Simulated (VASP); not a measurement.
Wanted: the native input for a VASP 6.6.1 run.

```yaml
Task: relaxation of cell and atoms
Functional: r2SCAN
Dispersion: D4
Potentials_or_basis: VASP PAW PBE potentials, release 64 (Mg, Be)
Cutoff: 600 eV
k_mesh: 9 × 9 × 9
Occupations: methfessel-paxton, width 0.1 eV
Spin: no spin polarisation
Further_INCAR_settings: ALGO = Normal; EDIFF = 1e-06; IBRION = 2; EDIFFG = -0.005; NSW = 60; ISIF = 3
```

The structure of MgBe lies in POSCAR:

```
MgBe
1.0
    2.9023522700      0.0000000000      0.0000000000
    0.0000000000      2.9023522700      0.0000000000
    0.0000000000      0.0000000000      2.9023522700
Mg Be
1 1
Direct
    0.5000000000      0.5000000000      0.5000000000
    0.0000000000      0.0000000000      0.0000000000
```

The cell was built by a generator and needn't be a form met in nature.

These files were run (other wordings do the same):

INCAR

```
SYSTEM = MgBe
  ALGO = Normal
  EDIFF = 1E-6
  EDIFFG = -0.005
  ENCUT = 600
  IBRION = 2
  ISIF = 3
  ISMEAR = 1
  IVDW = 13
  LASPH = .TRUE.
  LCHARG = .FALSE.
  LMIXTAU = .TRUE.
  LREAL = .FALSE.
  LWAVE = .FALSE.
  METAGGA = R2SCAN
  NELM = 60
  NSW = 60
  PREC = Accurate
  SIGMA = 0.1
  VDW_A1 = 0.51559235
  VDW_A2 = 5.77342911
  VDW_S6 = 1.0
  VDW_S8 = 0.6018749
```

KPOINTS

```
k-points
0
G
  9 9 9
  0 0 0
```

Potentials or basis: VASP PAW PBE potentials, release 64 (Mg, Be).

Launch:

```sh
$ cat potpaw_PBE.64/Mg/POTCAR potpaw_PBE.64/Be/POTCAR > POTCAR
$ mpirun -np 1 vasp_std > vasp.out
```

It gave:

The relaxed volume is 14.42 Å³/atom, the relaxed cell is a = 3.067 Å, b = 3.067 Å, c = 3.067 Å, α = 90.00°, β = 90.00°, γ = 90.00° and the space group after relaxing (to 0.05 Å) is Pm-3m (No. 221). The energy gained by relaxing is 88.1 meV/atom, the ionic steps are 3 and the pressure after relaxing is 0.0 GPa. The band gap on the k mesh is none (metal or under the smearing width) and the dispersion energy per atom is -0.035 eV.

Caveat: the volume moved by over 15 % at a fixed basis, so the end points are rough; the PAW data sets were made with another functional, which shifts forces and pressure a little; pairwise dispersion overbinds metals, which lowers pressure and volume.

Run time: 22 s on 1 thread of Intel(R) Xeon(R) 6975P-C (Granite Rapids) (shared host), peak memory 0.14 GiB.
